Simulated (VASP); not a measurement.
Here is the system:

```
CELL_PARAMETERS angstrom
      2.21668     1.27980     3.61901
     -2.21668     1.27980     3.61901
      0.00000    -2.55960     3.61901
ATOMIC_POSITIONS crystal
  Gd 0.74998 0.74998 0.74998
  Bi 0.26693 0.23310 0.25002
```

Calculation: PBEsol GGA, VASP's PBE PAW potentials (set 64) (plane waves; VASP). Numerical set-up: 480 eV cut-off, 10×10×10 Γ-centred mesh, first-order Methfessel-Paxton smearing of 0.10 eV, potentials Gd_3 Bi_d.

The 4f electrons are frozen in the core of the lanthanide potential, so 4f levels, which can set the real gap, and their magnetism are missing.

Task: Give the force on each atom (eV/Å).

Result: 
```tsv
atom	Fx	Fy	Fz
Gd1	0.376	0.000	0.002
Bi2	-0.376	0.000	-0.002
```

Task: Give the stress tensor in GPa (positive for a compressed cell).

Result: 
```
 0.05   0.00   0.00
 0.00   0.06  -0.14
 0.00  -0.14   0.16
```
The pressure is its mean diagonal, 0.09 GPa.

The structure was generated: GdBi was put into the alpha-GeTe type (R3m), which need not be its known phase. This cell was strained or had an atom moved on purpose.
